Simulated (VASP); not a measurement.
A convergence study with VASP on Ti (space group no. 194 when undisturbed): one setting is varied, all else stays as given below, so the limit is that of these other settings. One atom is moved off its site, so that forces are finite.

```
Ti
1.0
    1.46762    -2.54200     0.00000
    1.46762     2.54200     0.00000
    0.00000     0.00000     4.65660
Ti
2
Cartesian
  1.46762   0.84734   1.21415
  1.46763  -0.84734   3.49245
```

These are LDA (Ceperley-Alder, Perdew-Zunger), VASP's LDA PAW potentials (set 64) (plane waves; VASP) values and carry that method's errors. The tightest run used: 720 eV cut-off, 13×13×7 Γ-centred mesh, Fermi-Dirac smearing of 0.10 eV, potentials Ti_sv.

```tsv
setting	E (eV/atom)	pressure (GPa)	largest force (eV/Å)	plane waves
ENCUT = 105	1.9797	-1075.36	2.788	98
ENCUT = 120	-4.6601	-629.35	0.267	116
ENCUT = 135	-6.6594	-380.09	0.900	135
ENCUT = 150	-7.0081	-238.45	0.583	153
ENCUT = 165	-7.5365	-152.77	0.237	176
ENCUT = 180	-8.0650	-96.29	0.042	200
ENCUT = 210	-8.4796	-35.34	0.252	253
ENCUT = 240	-8.4967	-14.84	0.158	302
```

**Question.** These are the cheaper rows. Estimate the results at ENCUT = 720, and how far the last row shown lies from them.

**Answer.** 
```csv
quantity,tightest run,last row shown is off by
E (eV/atom),-8.5113,0.0146
pressure (GPa),-8.21,-6.63
largest force (eV/Å),0.122,0.037
```

VASP warned of too few bands at ENCUT = 105; ENCUT = 120.

Left out are rungs that failed or repeat a setting and relaxations that didn't move; long series are thinned to 24 rows.

The structure is a typed Ti crystal (space group no. 194). The cell was not relaxed at this level, it is distorted from the ideal structure. VASP warned that the highest band is occupied, so more bands are needed.
